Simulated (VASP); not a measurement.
NaCl:

```xyz
2
Lattice="0.0000 2.8434 2.8434 2.8434 0.0000 2.8434 2.8434 2.8434 0.0000" Properties=species:S:1:pos:R:3 pbc="T T T"
Na    0.0000    0.0000    0.0000
Cl    2.8434    2.8434    2.8434
```

* Program: VASP 6.6.1
* Task: relaxation of cell and atoms
* Functional: PBEsol
* Potentials or basis: VASP PAW PBE potentials, release 64 (Na_pv, Cl)
* Cutoff: 600 eV
* k mesh: 8 × 8 × 8
* Occupations: gaussian, width 0.02 eV
* Spin: no spin polarisation

At the start: pressure -1.0 GPa; volume 22.99 Å³/atom.

Where does the relaxation end?

Over 3 steps the energy falls by 3.2 meV/atom and the volume is 22.04 Å³/atom (-4.1 %); space group Fm-3m (No. 225, to 0.05 Å).

The path:
| step | energy change (eV) | largest force (eV/Å) | pressure (GPa) | volume (Å³) |
| --- | --- | --- | --- | --- |
| 1 | 0.0000 | 0.0000 | -1.02 | 45.98 |
| 2 | -0.0047 | 0.0000 | -0.55 | 45.02 |
| 3 | -0.0065 | 0.0000 | -0.03 | 44.07 |

Final structure:
```xyz
2
Lattice="0.0000 2.8036 2.8036 2.8036 0.0000 2.8036 2.8036 2.8036 0.0000" Properties=species:S:1:pos:R:3 pbc="T T T"
Na    0.0000    0.0000    0.0000
Cl    2.8036    2.8036    2.8036
```

Caveat: the PAW data sets were made with another functional, which shifts forces and pressure a little.
